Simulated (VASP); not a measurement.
Output of a VASP run:

### OSZICAR
```
       N       E                     dE             d eps       ncg     rms          rms(c)
DAV:   1     0.107443723583E+03    0.10744E+03   -0.97039E+03  8468   0.123E+03
DAV:   2    -0.221367467652E+02   -0.12958E+03   -0.12791E+03  9825   0.320E+02
DAV:   3    -0.256009474439E+02   -0.34642E+01   -0.33764E+01 11358   0.465E+01
DAV:   4    -0.256272913152E+02   -0.26344E-01   -0.26325E-01  9657   0.460E+00
DAV:   5    -0.256276178468E+02   -0.32653E-03   -0.32650E-03 11582   0.512E-01    0.244E+01
DAV:   6    -0.248604484392E+02    0.76717E+00   -0.48465E+00 10308   0.161E+01    0.818E+00
DAV:   7    -0.247734889722E+02    0.86959E-01   -0.38672E-01  9692   0.356E+00    0.453E+00
DAV:   8    -0.247493346729E+02    0.24154E-01   -0.59958E-02 10959   0.213E+00    0.320E-01
DAV:   9    -0.247487873620E+02    0.54731E-03   -0.16396E-03 10042   0.340E-01    0.182E-01
DAV:  10    -0.247486978978E+02    0.89464E-04   -0.40902E-04 10665   0.193E-01    0.435E-02
DAV:  11    -0.247486922219E+02    0.56759E-05   -0.50502E-05 10588   0.604E-02    0.160E-02
DAV:  12    -0.247486924941E+02   -0.27224E-06   -0.23501E-06  7322   0.121E-02
   1 F= -.24748692E+02 E0= -.24748604E+02  d E =-.265030E-03
```

**OUTCAR**
```
------------------------ aborting loop because EDIFF is reached ----------------------------------------
  FORCE on cell =-STRESS in cart. coord.  units (eV):
  Direction    XX          YY          ZZ          XY          YZ          ZX
  --------------------------------------------------------------------------------------
  Total        0.7666599     -0.0319727     -1.6070360      0.0000000      0.0000000      0.0000000
  in kB       29.7150268     -1.2392314    -62.2872244      0.0000000      0.0000000      0.0000000
  external PRESSURE =     -11.2704763 kB  Pullay stress =       0.0000000 kB
  volume of cell :       41.34
      direct lattice vectors                 reciprocal lattice vectors
    -1.599566000  1.618303000  3.992227000     0.000000000  0.308965626  0.125243379
     1.599566000 -1.618303000  3.992227000     0.312584789  0.000000000  0.125243379
     1.599566000  1.618303000 -3.992227000     0.312584789  0.308965626  0.000000000
 POSITION                                       TOTAL-FORCE (eV/Angst)
 -----------------------------------------------------------------------------------
      0.00000      0.00000      5.30966         0.491994      0.000000      0.083282
      0.00000      0.00000      2.67479         0.491994     -0.000000     -0.083282
      0.09736      0.00000      0.00000        -0.983988      0.000000     -0.000000
 -----------------------------------------------------------------------------------
    total drift:                               -0.000040     -0.000000      0.000000
  FREE ENERGIE OF THE ION-ELECTRON SYSTEM (eV)
  ---------------------------------------------------
  free  energy   TOTEN  =       -24.7486924941 eV

  energy  without entropy=      -24.7484274638  energy(sigma->0) =      -24.74860415
```
(Selected blocks of OUTCAR.)

File POSCAR:
```
WSi2
1
   -1.5995660000     1.6183030000     3.9922270000
    1.5995660000    -1.6183030000     3.9922270000
    1.5995660000     1.6183030000    -3.9922270000
Si W
2 1
Direct
  0.6650000000   0.6650000000   0.0000000000
  0.3350000000   0.3350000000   0.0000000000
 -0.0000000000   0.0304320000   0.0304320000
```

Question: Write an INCAR and KPOINTS that could have produced this output.

Answer: One answer among several that fit: the input of the run itself, PBE GGA, plane waves, VASP's PBE PAW potentials (set 64).

INCAR:
```
! general
SYSTEM   = WSi2
PREC     = Accurate
ENCUT    = 400
LREAL    = .FALSE.
LASPH    = .TRUE.
KSPACING = 0.3
KGAMMA   = .TRUE.

! electronic loop
EDIFF    = 1E-6
NELM     = 100
ALGO     = Normal
LMAXMIX  = 6

! smearing
ISMEAR   = 1
SIGMA    = 0.1

! functional
GGA      = PE

! ions
ISIF     = 2

! output
LWAVE    = .FALSE.
LCHARG   = .FALSE.
```

POTCAR, in this order: Si W_sv (PBE.64 set). Program: vasp_std.

The compound is WSi2 in the MoSi2 type structure. The cell was not relaxed at this level. The run is one of a series of settings (KGAMMA = .TRUE., KSPACING = 0.3, KPOINTS file removed against the base run), some of them coarse on purpose.
